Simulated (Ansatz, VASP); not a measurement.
# Cross-check of SnSe2 between VASP and Ansatz, part 2 of 2

Wanted: the spread between two codes on one cell, functional and k mesh. The start cell is built, not measured: As first built, before any earlier steps moved the atoms (in the runner's words): it takes the SnS2 structure with some of its atoms replaced by other elements, volume scaled by an estimate. The cell is taken from a series of VASP runs on this material, whose earlier steps may have relaxed, scaled or displaced it; both programs get it as it stands.

VASP 6.6.1 and Ansatz 0.2.0.

So far. Step 2 (Ansatz: single point, LDA): The run ends at a pressure of -0.14 GPa, with forces up to 0.028 eV/Å. Step 3 (VASP: single point, LDA): The run ends at a pressure of 0.01 GPa, with forces up to 0.0051 eV/Å.

### Step 5. VASP: band structure, LDA (continued)

Level of this step: LDA; plane waves and PAW (Sn_d, Se) (VASP).

Numbers of over 12 decimals in the logs are rounded to 6 here.

OUTCAR, selected parts (step 5):

```text
  Total        0.0048816      0.0048816      0.0041713     -0.0000000      0.0000000     -0.0000000
  in kB        0.1062691      0.1062691      0.0908062     -0.0000000      0.0000000     -0.0000000
  external PRESSURE =       0.1011148 kB  Pullay stress =       0.0000000 kB

 POSITION                                       TOTAL-FORCE (eV/Angst)
 -----------------------------------------------------------------------------------
      0.00000      0.00000      0.00000        -0.000000      0.000000      0.000000
     -0.00000      2.19726      1.57760         0.000000      0.000000     -0.004798
      1.90288      1.09863      4.28992         0.000000     -0.000000      0.004798
 -----------------------------------------------------------------------------------
    total drift:                               -0.000000     -0.000000      0.000000

  FREE ENERGIE OF THE ION-ELECTRON SYSTEM (eV)
  ---------------------------------------------------
  free  energy   TOTEN  =       -13.7891132692 eV

  energy  without entropy=      -13.7882974763  energy(sigma->0) =      -13.78870537

[... 1 part as in an earlier step ...]

[... 2 further parts left out ...]
[key lines of the parts left out:]
E-fermi :   5.0617
```

The run ends at a pressure of 0.01 GPa, with forces up to 0.0048 eV/Å.

### Step 6. Ansatz: band structure, LDA

The same cell, functional (in two slightly different forms), mesh and smearing now go to Ansatz, which takes its cutoff from its data sets.

The cell is taken from a series of VASP runs on this material, whose earlier steps may have relaxed, scaled or displaced it; both programs get it as it stands.

Contents of input.yaml:

```yaml
crystal:
  lattice:
    - [3.8057682121, 0.0, 0.0]
    - [-1.9028841061, 3.2958923627, 0.0]
    - [0.0, 0.0, 5.8675203472]
  atoms:
    - { symbol: Sn, position: [0.0, 0.0, 0.0] }
    - { symbol: Se, position: [0.33333333, 0.66666667, 0.2688697935] }
    - { symbol: Se, position: [0.66666667, 0.33333333, 0.7311302065] }
hamiltonian:
  xc: lda
  pseudopotentials: { kind: paw }
kpoints:
  mp_grid: { grid: [7, 7, 4] }
  band_path:
    path:
      - [0.0, 0.0, 0.0]
      - [0.13333, 0.0, 0.0]
      - [0.3, 0.0, 0.0]
      - [0.46667, 0.0, 0.0]
      - [0.46667, 0.06667, 0.0]
      - [0.41111, 0.17778, 0.0]
      - [0.35556, 0.28889, 0.0]
      - [0.28889, 0.28889, 0.0]
      - [0.17778, 0.17778, 0.0]
      - [0.06667, 0.06667, 0.0]
      - [0.0, 0.0, 0.03333]
      - [0.0, 0.0, 0.2]
      - [0.0, 0.0, 0.36667]
      - [0.0, 0.0, 0.5]
      - [0.16667, 0.0, 0.5]
      - [0.3, 0.0, 0.5]
      - [0.46667, 0.0, 0.5]
      - [0.46667, 0.06667, 0.5]
      - [0.41111, 0.17778, 0.5]
      - [0.35556, 0.28889, 0.5]
      - [0.28889, 0.28889, 0.5]
      - [0.17778, 0.17778, 0.5]
      - [0.06667, 0.06667, 0.5]
      - [0.5, 0.0, 0.46667]
      - [0.5, 0.0, 0.33333]
      - [0.5, 0.0, 0.3]
      - [0.5, 0.0, 0.13333]
      - [0.33333, 0.33333, 0.0]
      - [0.33333, 0.33333, 0.16667]
      - [0.33333, 0.33333, 0.33333]
      - [0.33333, 0.33333, 0.5]
    npoints: 1
scf:
  occupations: { method: fermi_dirac, width: 0.05 }
  n_extra_bands: 7
output:
  forces: true
  stress: true
  eigenvalues: true
```

Started as:

```sh
$ ansatz run input.yaml --threads 2 --pin off --max-ram 4608MiB --backend cpu --events-out ev --progress --plain --runs-dir out
```

What it wrote:

```text
[...]
Crystal: 3 atoms, lattice volume = 73.599 Å³
Basis set: ecut = 420 eV, 1435 PW (Γ)
Bands: 30, of which v1, the nominal top of the filled ones, is band 23 counted from 1 (22 counted from 0)
Symmetry: 12 space group operations
[...]
k-points: 28 of 196
[...]
k-point 0: bands = [... 19 lower, 7.9634, 8.1145, 8.1145, 8.6973, 9.3287, 11.5189, 13.1809, 13.1809, ... 3 higher]
  k-point 1: bands = [... 19 lower, 7.8282, 7.8282, 8.3101, 8.3101, 10.4713, 11.5238, 12.9378, 12.9378, ... 3 higher]
  k-point 2: bands = [... 19 lower, 7.7625, 7.7625, 8.4400, 8.4400, 11.1905, 11.3653, 12.7133, 12.7133, ... 3 higher]
  k-point 27: bands = [... 19 lower, 4.3316, 4.9985, 8.2595, 8.3108, 10.8608, 12.7661, 13.1231, 14.3289, ... 3 higher]
[key lines of the parts left out:]
SCF converged after 6 iterations
Free energy (F): -16647.025370 eV
Fermi energy:    8.957178 eV
P = ⅓ Tr σ = -0.1362 GPa (-1.362 kbar)
```

The job ended after 4.7 s (2 threads of Arm Neoverse N1, shared host; peak memory 0.35 GiB).

### Step 7. Comparison

Compared:

| quantity | Ansatz | VASP | difference |
| --- | --- | --- | --- |
| pressure (GPa) | -0.14 | 0.01 | -0.15 |
| gap over the path points (eV) | 0.238 | 0.247 | -0.009 |

Levels at points of the path, from each program's valence-band top (eV; 4 filled, then empty):

| k (reciprocal lattice) | Ansatz | VASP |
| --- | --- | --- |
| 0.000 0.000 0.000 | -0.89 -0.73 -0.73 -0.15 0.48 2.67 4.33 | -0.90 -0.74 -0.74 -0.14 0.50 2.65 4.32 |
| 0.133 0.000 0.000 | -1.61 -1.59 -0.37 -0.06 1.71 3.32 4.01 | -1.61 -1.60 -0.38 -0.06 1.73 3.31 4.01 |
| 0.300 0.000 0.000 | -3.19 -2.50 -0.78 -0.36 1.41 3.48 4.79 | -3.19 -2.52 -0.78 -0.37 1.41 3.47 4.78 |
| 0.467 0.000 0.000 | -3.60 -2.94 -1.96 -0.47 1.02 3.26 4.67 | -3.61 -2.95 -1.97 -0.48 1.02 3.25 4.66 |
| 0.467 0.067 0.000 | -3.55 -3.08 -2.01 -0.74 1.04 3.58 4.40 | -3.56 -3.09 -2.01 -0.75 1.04 3.57 4.38 |
| 0.411 0.178 0.000 | -3.54 -3.39 -1.99 -1.77 0.84 4.96 5.00 | -3.55 -3.40 -2.00 -1.78 0.85 4.95 4.97 |
| 0.356 0.289 0.000 | -3.80 -3.42 -2.38 -2.16 0.48 6.13 6.13 | -3.81 -3.43 -2.39 -2.17 0.49 6.12 6.13 |
| 0.289 0.289 0.000 | -3.81 -3.14 -2.53 -1.88 0.58 5.98 6.08 | -3.82 -3.15 -2.54 -1.88 0.59 5.97 6.08 |
| 0.178 0.178 0.000 | -3.85 -1.74 -1.74 -0.55 1.51 4.79 4.81 | -3.86 -1.75 -1.74 -0.55 1.52 4.79 4.80 |
| 0.067 0.067 0.000 | -1.89 -0.81 -0.77 0.00 1.57 3.36 3.86 | -1.90 -0.82 -0.78 0.00 1.59 3.35 3.85 |

At this near-relaxed geometry the largest component of a force difference is 23 meV/Å. Among the levels compared at these points, filled levels agree within 14 meV and empty ones within 21 meV. Ansatz's pressure holds a Pulay correction of 0.05 GPa; VASP's holds none.

### Step 8. Summary of results

| Property | Result |
| --- | --- |
| difference in gap on the k mesh (single point, LDA) | -0.0064 eV |
| r.m.s. force difference (single point, LDA) | 11 meV/Å |
| difference in gap over the path points (band structure, LDA) | -0.0090 eV |
| r.m.s. force difference (band structure, LDA) | 11 meV/Å |

The r.m.s. force difference is 11 meV/Å (band structure, LDA), within the 12 meV/Å picked in this series as the mark of a large difference. How closely two codes agree says nothing of how well the functional describes the real material.

[Lines on the potential files, build, host, timing and source positions are cut from VASP's logs without a mark.]

[Logs are printed without paths, hosts, clocks, repeated set-up lines and the standing remarks that a program may print on its own settings, such as how far it seeks lower states.]

[Hosts, paths, dates, database ids (printed as entryN), source tags and the programs' standing remarks are cut or masked in the printed files.]
